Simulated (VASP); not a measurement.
A VASP calculation is set up with these files.

INCAR:
```
SYSTEM = Mg3Sb2
PREC = Accurate
ENCUT = 300
EDIFF = 1E-6
NELM = 100
ALGO = Normal
LREAL = .FALSE.
LASPH = .TRUE.
ISMEAR = -1
SIGMA = 0.02
GGA = PS
LMAXMIX = 4
LWAVE = .FALSE.
LCHARG = .FALSE.
ISIF = 2
```

File KPOINTS:
```
Automatic mesh
0
Gamma
 5 5 3
0 0 0
```

**POSCAR**
```
Mg3Sb2
14.460
  0.1576763485  -0.2731034578   0.0000000000
  0.1576763485   0.2731034578   0.0000000000
  0.0000000000   0.0000000000   0.5000000000
Mg Sb
3 2
direct
  0.0000000000   0.0000000000   0.0000000000
  0.3333330000   0.6666670000   0.6340000000
  0.6666670000   0.3333330000   0.3660000000
  0.3333330000   0.6666670000   0.2280000000
  0.6666670000   0.3333330000   0.7720000000
```

POTCAR, in this order: Mg Sb (PBE.64 set). Program: vasp_std.

Q: Write an equivalent input for Ansatz.

A: One equivalent input (not run):
Ansatz 0.2 input:
```yaml
crystal:
  lattice:
    - [2.2800000, -3.9490760, 0.0000000]
    - [2.2800000, 3.9490760, 0.0000000]
    - [0.0000000, 0.0000000, 7.2300000]
  atoms:
    - { symbol: Mg, position: [0.0000000, 0.0000000, 0.0000000] }
    - { symbol: Mg, position: [0.3333330, 0.6666670, 0.6340000] }
    - { symbol: Mg, position: [0.6666670, 0.3333330, 0.3660000] }
    - { symbol: Sb, position: [0.3333330, 0.6666670, 0.2280000] }
    - { symbol: Sb, position: [0.6666670, 0.3333330, 0.7720000] }
kpoints:
  mp_grid: { grid: [5, 5, 3] }
hamiltonian:
  xc: pbesol
  pseudopotentials: { kind: paw }
scf:
  occupations: { method: fermi_dirac, width: 0.02 }
  max_iter: 100
output: { forces: true, stress: true, eigenvalues: true }
```
The two are equivalent in intent, not identical: each code has its own PAW files, so the cut-off isn't converted (ENCUT is set for VASP's; basis.ecutwfc is left out, and Ansatz then takes the one that its files recommend); Ansatz stops its SCF on the density residual and VASP on the energy change (EDIFF).

The structure is a typed Mg3Sb2 crystal (P-3m1). The cell was not relaxed at this level. The run is one of a series of settings (GGA = PS against the base run), some of them coarse on purpose.
